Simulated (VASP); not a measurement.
Level of theory: r2SCAN meta-GGA, VASP's PBE PAW potentials (set 64) (plane waves; VASP).

VASP input:

File KPOINTS:
```
kpoints
0
G
 9 9 5
0 0 0
```

### INCAR
```
ISMEAR = -5
LORBIT = 11   # lm-projected
LMIXTAU = .True.
ENCUT = 520
LASPH = .True.   # aspherical one-centre terms
NELM = 100   # most electronic steps
LREAL = .False.   # projection in real space or not
SYSTEM = ZnO
LMAXMIX = 4   # l cut-off of mixed one-centre charges
LCHARG = .False.
LWAVE = .False.
METAGGA = R2SCAN
NEDOS = 601   # DOS grid
ALGO = Normal
EDIFF = 1E-7   # SCF stop (eV)
PREC = Accurate
ISIF = 2   # forces and stress, cell fixed
```

### KPOINTS_OPT
```
k-points along high-symmetry lines
6
Line-mode
Reciprocal
  0.000000   0.000000   0.000000 ! GAMMA
 -0.000000   0.500000   0.000000 ! M

 -0.000000   0.500000   0.000000 ! M
 -0.333333   0.666667   0.000000 ! K

 -0.333333   0.666667   0.000000 ! K
  0.000000   0.000000   0.000000 ! GAMMA

  0.000000   0.000000   0.000000 ! GAMMA
  0.000000   0.000000   0.500000 ! A

  0.000000   0.000000   0.500000 ! A
 -0.000000   0.500000   0.500000 ! L

 -0.000000   0.500000   0.500000 ! L
 -0.333333   0.666667   0.500000 ! H

 -0.333333   0.666667   0.500000 ! H
  0.000000   0.000000   0.500000 ! A

 -0.000000   0.500000   0.500000 ! L
 -0.000000   0.500000   0.000000 ! M

 -0.333333   0.666667   0.500000 ! H
 -0.333333   0.666667   0.000000 ! K
```

File POSCAR:
```
ZnO
1
    1.6234729096    -2.8119380006     0.0000000000
    1.6234729096     2.8119380006    -0.0000000000
    0.0000000000     0.0000000000     5.2097935430
Zn O
2 2
Direct
  0.6666670000   0.3333330000   0.5002958915
  0.3333330000   0.6666670000   0.0002958915
  0.6666670000   0.3333330000   0.8817041085
  0.3333330000   0.6666670000   0.3817041085
```

POTCAR, in this order: Zn O (PBE.64 set). Program: vasp_std.

The resulting files:

**OSZICAR**
```
       N       E                     dE             d eps       ncg     rms          rms(c)
DAV:   1     0.270765668366E+03    0.27077E+03   -0.19437E+04  1584   0.245E+03
DAV:   2    -0.156481400519E+02   -0.28641E+03   -0.27695E+03  1718   0.451E+02
DAV:   3    -0.460332281279E+02   -0.30385E+02   -0.30193E+02  1860   0.158E+02
DAV:   4    -0.465895636985E+02   -0.55634E+00   -0.55583E+00  1704   0.227E+01
DAV:   5    -0.465935226485E+02   -0.39590E-02   -0.39589E-02  1872   0.184E+00    0.147E+01
DAV:   6    -0.378558196092E+02    0.87377E+01   -0.76539E+00  2654   0.735E+01    0.102E+01
DAV:   7    -0.357388172462E+02    0.21170E+01   -0.31266E+00  1584   0.173E+01    0.519E+00
DAV:   8    -0.390172669324E+02   -0.32784E+01   -0.90896E-01  1928   0.223E+01    0.134E+00
DAV:   9    -0.357677988747E+02    0.32495E+01   -0.91240E-01  1946   0.189E+01    0.116E+00
DAV:  10    -0.362944117638E+02   -0.52661E+00   -0.32149E-01  1584   0.587E+00    0.252E-01
DAV:  11    -0.362953402296E+02   -0.92847E-03   -0.93576E-03  1986   0.996E-01    0.394E-01
DAV:  12    -0.363085223102E+02   -0.13182E-01   -0.18946E-03  1872   0.130E+00    0.200E-01
DAV:  13    -0.363051258448E+02    0.33965E-02   -0.23851E-02  1602   0.610E+00    0.104E+00
DAV:  14    -0.363150107286E+02   -0.98849E-02   -0.60891E-03  1912   0.159E+00    0.992E-01
DAV:  15    -0.363175983381E+02   -0.25876E-02   -0.20659E-03  1820   0.572E-01    0.922E-01
DAV:  16    -0.363185810959E+02   -0.98276E-03   -0.43809E-04  1680   0.305E-01    0.910E-01
DAV:  17    -0.363181648204E+02    0.41628E-03   -0.84845E-04  1824   0.964E-01    0.687E-01
DAV:  18    -0.363176832253E+02    0.48160E-03   -0.58956E-04  2026   0.889E-01    0.455E-01
DAV:  19    -0.363175128152E+02    0.17041E-03   -0.74817E-04  2430   0.768E-01    0.228E-01
DAV:  20    -0.363175180628E+02   -0.52475E-05   -0.26673E-04  1972   0.168E-01    0.170E-01
DAV:  21    -0.363175167584E+02    0.13044E-05   -0.92754E-06  1880   0.279E-02    0.149E-01
DAV:  22    -0.363175482989E+02   -0.31541E-04   -0.22944E-05  1970   0.753E-02    0.914E-02
DAV:  23    -0.363175536552E+02   -0.53563E-05   -0.83729E-06  2344   0.710E-02    0.439E-02
DAV:  24    -0.363175579394E+02   -0.42842E-05   -0.11137E-05  1916   0.942E-02    0.821E-03
DAV:  25    -0.363175597914E+02   -0.18520E-05   -0.46484E-06  1596   0.201E-02    0.478E-03
DAV:  26    -0.363175595740E+02    0.21736E-06   -0.89952E-08  1062   0.507E-03    0.360E-03
DAV:  27    -0.363175608921E+02   -0.13181E-05   -0.12425E-07  1032   0.660E-03    0.646E-04
DAV:  28    -0.363175605170E+02    0.37511E-06   -0.13886E-08   816   0.122E-03    0.693E-04
DAV:  29    -0.363175604200E+02    0.96998E-07   -0.54383E-09   828   0.204E-03
   1 F= -.36317560E+02 E0= -.36317560E+02  d E =0.000000E+00
       N       E                     dE             ncg
       N       E                     dE             ncg
```

### OUTCAR
```
------------------------ aborting loop because EDIFF is reached ----------------------------------------
  FORCE on cell =-STRESS in cart. coord.  units (eV):
  Direction    XX          YY          ZZ          XY          YZ          ZX
  --------------------------------------------------------------------------------------
  Total       -0.0350068     -0.0350068      0.0254586     -0.0000000      0.0000000      0.0000000
  in kB       -1.1791309     -1.1791312      0.8575177     -0.0000000      0.0000000      0.0000000
  external PRESSURE =      -0.5002481 kB  Pullay stress =       0.0000000 kB
  volume of cell :       47.57
      direct lattice vectors                 reciprocal lattice vectors
     1.623472910 -2.811938001  0.000000000     0.307981733 -0.177813309  0.000000000
     1.623472910  2.811938001  0.000000000     0.307981733  0.177813309  0.000000000
     0.000000000  0.000000000  5.209793543     0.000000000  0.000000000  0.191946186
  FREE ENERGIE OF THE ION-ELECTRON SYSTEM (eV)
  ---------------------------------------------------
  free  energy   TOTEN  =       -36.3175604200 eV

  energy  without entropy=      -36.3175604200  energy(sigma->0) =      -36.31756042

 total charge

# of ion       s       p       d       tot
------------------------------------------
    1        0.436   0.481   9.921  10.838
    2        0.436   0.481   9.921  10.838
    3        1.553   3.486   0.000   5.038
    4        1.553   3.486   0.000   5.038
--------------------------------------------------
tot          3.977   7.933  19.842  31.752
```
(Selected blocks of OUTCAR.)

The compound is ZnO in the wurtzite structure. It was relaxed first.
